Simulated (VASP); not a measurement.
# FCdCl in VASP: reference runs

Aim: a first look at FCdCl with PBE, on the cell as given.

All numbers are computed with VASP 6.6.1; they aren't measurements. Logs are shortened: lines on timing, memory, paths and dates and some standing lists are left out, and cuts for length are marked.

### Step 1. The structure

The cell holds a molecule in a box, 3 atoms: a = 10.000 Å, b = 14.000 Å, c = 10.000 Å, α = 90.00°, β = 90.00°, γ = 90.00°.

### Step 2. Single point, PBE

The input, INCAR:

```
SYSTEM = CdClF
PREC = Accurate
ENCUT = 520
EDIFF = 1E-7
ISMEAR = 0
SIGMA = 0.01
LREAL = .FALSE.
LASPH = .TRUE.
NELM = 60
ALGO = Normal
ISIF = 2
LWAVE = .FALSE.
LCHARG = .FALSE.
GGA = PE
NBANDS = 20
```

The input, KPOINTS:

```
Automatic mesh
0
G
  1 1 1
  0 0 0
```

The input, POSCAR:

```
CdClF
1.0
   10.0000000000      0.0000000000      0.0000000000
    0.0000000000     14.0000000000      0.0000000000
    0.0000000000      0.0000000000     10.0000000000
F Cd Cl
1 1 1
Direct
    0.4529200000      0.6467500000      0.4982800000
    0.4975700000      0.5127214300      0.5030100000
    0.5496800000      0.3562500000      0.5085200000
```

Potentials or basis: VASP PAW PBE potentials, release 64 (F, Cd, Cl).

On the command line:

```
cat potpaw_PBE.64/F/POTCAR potpaw_PBE.64/Cd/POTCAR potpaw_PBE.64/Cl/POTCAR > POTCAR
mpirun -np 1 vasp_gam > vasp.out
```

OUTCAR:

```text
SYSTEM = CdClF
   PREC = Accurate
   ENCUT = 520
   EDIFF = 1E-7
   ISMEAR = 0
   LREAL = .FALSE.
   LASPH = .TRUE.
   NELM = 60
   ISIF = 2
   GGA = PE

 ion  position               nearest neighbor table
   1  0.453  0.647  0.498-   2 1.93
   2  0.498  0.513  0.503-   1 1.93   3 2.25
   3  0.550  0.356  0.509-   2 2.25

  LATTYP: Found a simple tetragonal cell.
 ALAT       =    10.0000000000
 C/A-ratio  =     1.4000000000

  Lattice vectors:

 A1 = ( -10.0000000000,   0.0000000000,   0.0000000000)
 A2 = (   0.0000000000,   0.0000000000,  10.0000000000)
 A3 = (   0.0000000000,  14.0000000000,   0.0000000000)

Analysis of symmetry for initial positions (statically):
=====================================================================
 Subroutine PRICEL returns:
 Original cell was already a primitive cell.

 Routine SETGRP: Setting up the symmetry group for a
 simple tetragonal supercell.

 Subroutine GETGRP returns: Found  1 space group operations
 (whereof  1 operations were pure point group operations)
 out of a pool of 16 trial point group operations.

The static configuration has the point symmetry C_1 .

Analysis of symmetry for dynamics (positions and initial velocities):
=====================================================================
 Subroutine PRICEL returns:
 Original cell was already a primitive cell.

 Routine SETGRP: Setting up the symmetry group for a
 simple tetragonal supercell.

 Subroutine GETGRP returns: Found  1 space group operations
 (whereof  1 operations were pure point group operations)
 out of a pool of 16 trial point group operations.

The dynamic configuration has the point symmetry C_1 .

 Subroutine INISYM returns: Found  1 space group operations
 (whereof  1 operations are pure point group operations),
 and found     1 'primitive' translations

----------------------------------------------------------------------------------------

                                     Primitive cell

  volume of cell :    1400.0000

  direct lattice vectors                    reciprocal lattice vectors
    10.000000000  0.000000000  0.000000000     0.100000000  0.000000000  0.000000000
     0.000000000 14.000000000  0.000000000     0.000000000  0.071428571  0.000000000
     0.000000000  0.000000000 10.000000000     0.000000000  0.000000000  0.100000000

  length of vectors
    10.000000000 14.000000000 10.000000000     0.100000000  0.071428571  0.100000000

  position of ions in fractional coordinates (direct lattice)
     0.452920000  0.646750000  0.498280000
     0.497570000  0.512721430  0.503010000
     0.549680000  0.356250000  0.508520000

  ion indices of the primitive-cell ions
   primitive index   ion index
                 1           1
                 2           2
                 3           3

----------------------------------------------------------------------------------------

 KPOINTS: Automatic mesh

Automatic generation of k-mesh.
 Grid dimensions read from file:
 generate k-points for:    1    1    1

 Generating k-lattice:

  Cartesian coordinates                     Fractional coordinates (reciprocal lattice)
     0.100000000  0.000000000  0.000000000     1.000000000  0.000000000  0.000000000
     0.000000000  0.071428571  0.000000000     0.000000000  1.000000000  0.000000000
     0.000000000  0.000000000  0.100000000     0.000000000  0.000000000  1.000000000

  Length of vectors
     0.100000000  0.071428571  0.100000000

  Shift w.r.t. Gamma in fractional coordinates (k-lattice)
     0.000000000  0.000000000  0.000000000

 Subroutine IBZKPT returns following result:
 ===========================================

 Found      1 irreducible k-points:

 Following reciprocal coordinates:
            Coordinates               Weight
  0.000000  0.000000  0.000000      1.000000
   k-points           NKPTS =      1   k-points in BZ     NKDIM =      1   number of bands    NBANDS=     20
   number of dos      NEDOS =    301   number of ions     NIONS =      3
   total plane-waves  NPLWV = 691200
   dimension x,y,z NGX =    80 NGY =  108 NGZ =   80
   dimension x,y,z NGXF=   160 NGYF=  216 NGZF=  160
   ions per type =               1   1   1
   NGX,Y,Z   is equivalent  to a cutoff of  13.30, 12.82, 13.30 a.u.
   NGXF,Y,Z  is equivalent  to a cutoff of  26.60, 25.65, 26.60 a.u.
 SYSTEM =  CdClF
   PREC   = accura    normal or accurate (medium, high low for compatibility)
   ISTART =      0    job   : 0-new  1-cont  2-samecut
   ICHARG =      2    charge: 1-file 2-atom 10-const
   ISPIN  =      1    spin polarized calculation?
   LNONCOLLINEAR =      F non collinear calculations
   LSORBIT =      F    spin-orbit coupling
   LASPH  =      T    aspherical Exc in radial PAW
   ENCUT  =  520.0 eV  38.22 Ry    6.18 a.u.  18.59 26.03 18.59*2*pi/ulx,y,z
   NELM   =     60;   NELMIN=  2; NELMDL= -5     # of ELM steps
   EDIFF  = 0.1E-06   stopping-criterion for ELM
   LREAL  =      F    real-space projection
   EDIFFG = 0.1E-05   stopping-criterion for IOM
   NSW    =      0    number of steps for IOM
   IBRION =     -1    ionic relax: 0-MD 1-quasi-New 2-CG
   NFREE  =      0    steps in history (QN), initial steepest desc. (CG)
   ISIF   =      2    stress and relaxation
   ISYM   =      2    0-nonsym 1-usesym 2-fastsym
   POTIM  = 0.5000    time-step for ionic-motion
   TEBEG  =    0.0;   TEEND  =   0.0 temperature during run
   PSTRESS=    0.0 pullay stress
   NELECT =      26.0000    total number of electrons
   NUPDOWN=      -1.0000    fix difference up-down
   EMIN   =  10.00;   EMAX   =-10.00  energy-range for DOS
   EFERMI =   0.00;   METHOD = LEGACY
   ISMEAR =     0;   SIGMA  =   0.01  broadening in eV -4-tet -1-fermi 0-gaus
   EFERMI_NEDOS =   21; number of points for ismear=-14 and -15
   IALGO  =     38    algorithm
   IMIX   =      4    mixing-type and parameters
     AMIX     =   0.40;   BMIX     =  1.00
     AMIX_MAG =   1.60;   BMIX_MAG =  1.00
  volume/ion in A,a.u.               =     466.67      3149.22
  Fermi-wavevector in a.u.,A,eV,Ry     =   0.433534  0.819261  2.557240  0.187952
  Thomas-Fermi vector in A             =   1.403995
   LORBIT       =      0    0 simple, 1 ext, 2 COOP (PROOUT), +10 PAW based schemes
   GGA     = PE    functional components
   LHFCALC =     F    Hartree Fock is set to
   AEXX    =    0.0000 exact exchange contribution
   IVDW    =     0    specifies the selected vdW correction
   LEPSILON=     F    determine dielectric tensor
   LRPA    =     F    only Hartree local field effects (RPA)
 non-spin polarized calculation
 Gauss-broadening in eV      SIGMA  =   0.01
  energy-cutoff  :      520.00
  volume of cell :     1400.00
 maximum number of plane-waves:     18825
 NGX is ok and might be reduce to    80
   NGX = 37   NGY = 53   NGZ = 37

 number of electron      25.9999996 magnetization

 Free energy of the ion-electron system (eV)
  ---------------------------------------------------
  ext. energy  EPLUGINS =         0.00000000
  ---------------------------------------------------
  free energy    TOTEN  =        -7.62488485 eV

  energy without entropy =       -7.62488485  energy(sigma->0) =       -7.62488485

 E-fermi :  -7.4067     XC(G=0):  -0.8810

 val. band max:       -7.5016195487   @ k =   0.0000   0.0000   0.0000
 cond. band min:      -2.9605116409   @ k =   0.0000   0.0000   0.0000
 fundamental gap:      4.5411079078
 Fermi energy:        -7.4067154661

 k-point     1 :       0.0000    0.0000    0.0000
  band No.  band energies     occupation
      1     -27.3281      2.00000
      2     -20.0539      2.00000
      3     -14.0601      2.00000
      4     -13.8203      2.00000
      5     -13.8201      2.00000
      6     -13.7173      2.00000
[... 12 lines left out ...]
     19       0.7907      0.00000
     20       1.0264      0.00000

------------------------ aborting loop because EDIFF is reached ----------------------------------------

  FORCE on cell =-STRESS in cart. coord.  units (eV):
  Direction    XX          YY          ZZ          XY          YZ          ZX
  --------------------------------------------------------------------------------------
  -------------------------------------------------------------------------------------
  Total        0.0547344      1.6424882     -0.0376002     -0.4163834     -0.0439290      0.0106049
  in kB        0.0626388      1.8796838     -0.0430301     -0.4765143     -0.0502729      0.0121364
  external PRESSURE =       0.6330975 kB  Pullay stress =       0.0000000 kB

 VOLUME and BASIS-vectors are now :
 -----------------------------------------------------------------------------
  energy-cutoff  :      520.00
  volume of cell :     1400.00
      direct lattice vectors                 reciprocal lattice vectors
    10.000000000  0.000000000  0.000000000     0.100000000  0.000000000  0.000000000
     0.000000000 14.000000000  0.000000000     0.000000000  0.071428571  0.000000000
     0.000000000  0.000000000 10.000000000     0.000000000  0.000000000  0.100000000

 POSITION                                       TOTAL-FORCE (eV/Angst)
 -----------------------------------------------------------------------------------
      4.52920      9.05450      4.98280        -0.155941      0.637091     -0.016695
      4.97570      7.17810      5.03010         0.099246     -0.408058      0.010540
      5.49680      4.98750      5.08520         0.056695     -0.229034      0.006155
 -----------------------------------------------------------------------------------
    total drift:                                0.000035      0.000824     -0.000318

  FREE ENERGIE OF THE ION-ELECTRON SYSTEM (eV)
  ---------------------------------------------------
  free  energy   TOTEN  =        -7.6248848516 eV

  energy  without entropy=       -7.6248848516  energy(sigma->0) =       -7.62488485
```

Wall time 66 s (1 thread of AMD EPYC 9R45 (Zen 5), shared host); peak memory 1.1 GiB.

What came out:

| Quantity | Value |
| --- | --- |
| Free energy | -7.6249 eV |
| Largest force | 0.656 eV/Å |
| Gap between the frontier levels | 4.54 eV |

Forces in eV/Å, atoms in the order of the input:
```
F   -0.156  0.637 -0.017
Cd   0.099 -0.408  0.011
Cl   0.057 -0.229  0.006
```
